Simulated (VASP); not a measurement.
K3TeCl, 5 atoms in the cell. It takes space group Pm-3m (No. 221, cubic). Conventional cell: a = 6.642 Å, b = 6.642 Å, c = 6.642 Å, α = 90.00°, β = 90.00°, γ = 90.00°. Te (site symmetry m-3m) is surrounded by 6 K at 3.32 Å. K (site symmetry 4/mmm) has 2 Te at 3.32 Å as nearest neighbours. The cell comes from a database or a generator and needn't be the stable form of this composition.

```yaml
Program: VASP 6.6.1
Task: single point
Functional: PBE
Potentials_or_basis: VASP PAW PBE potentials, release 64 (Cl, Te, K_sv)
Cutoff: 520 eV
k_mesh: 4 × 4 × 4
Occupations: gaussian, width 0.02 eV
Spin: no spin polarisation
Dipole_correction: no
Further_INCAR_settings: ALGO = Normal; EDIFF = 1e-06; NBANDS = 28
```

Potentials or basis: VASP PAW PBE potentials, release 64 (Cl, Te, K_sv).

Command:

```bash
$ cat potpaw_PBE.64/Cl/POTCAR potpaw_PBE.64/Te/POTCAR potpaw_PBE.64/K_sv/POTCAR > POTCAR
$ mpirun -np 1 vasp_std > vasp.out
```

Hardware: 1 thread of Intel(R) Xeon(R) Platinum 8259CL CPU @ 2.50GHz (Skylake/Cascade Lake), on a shared host.

How long does it take, and how much memory?

Run time: 110 s on 1 thread of Intel(R) Xeon(R) Platinum 8259CL CPU @ 2.50GHz (Skylake/Cascade Lake) (shared host), peak memory 0.37 GiB. Counts: scf iterations 16, k points 10.
